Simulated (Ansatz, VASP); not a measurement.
## AlSe4: VASP beside Ansatz

```
Al Se
1.0
    -2.80172    2.80172    3.86298
     2.80172   -2.80172    3.86298
     2.80172    2.80172   -3.86298
Al Se
1 4
Direct
  0.00000 0.00000 0.00000
  0.49996 0.50004 0.50000
  0.00004 0.99996 0.50000
  0.99996 0.49996 0.99992
  0.50004 0.00004 0.00008
```

Alike in both runs: functional PBE; k mesh 4 × 4 × 4; occupations gaussian, width 0.1 eV; no spin polarisation.

Ansatz relaxed the structure, and its values are those at the end. VASP's run is a single point on that final structure, the one shown.

|  | VASP | Ansatz |
| --- | --- | --- |
| version | VASP 6.6.1 | Ansatz 0.2.0 |
| potentials or method | VASP PAW PBE potentials, release 64 (Al, Se) | scalar-relativistic, plane waves, PAW |
| plane-wave cutoff (eV) | 520 | 420 |
| valence electrons in the cell | 27 | 67 |

```csv
,VASP,Ansatz,Ansatz less VASP
gap on the k mesh at the Fermi level (eV),none,none,-
pressure (GPa),0.1,0.1,-0.03
```

A gap of «none» marks a metal or a gap that the smearing closes. The two sets of potentials don't hold the same shells in valence.

Caveats: the k mesh is coarse (spacing up to 0.40 Å⁻¹), so the values aren't converged.
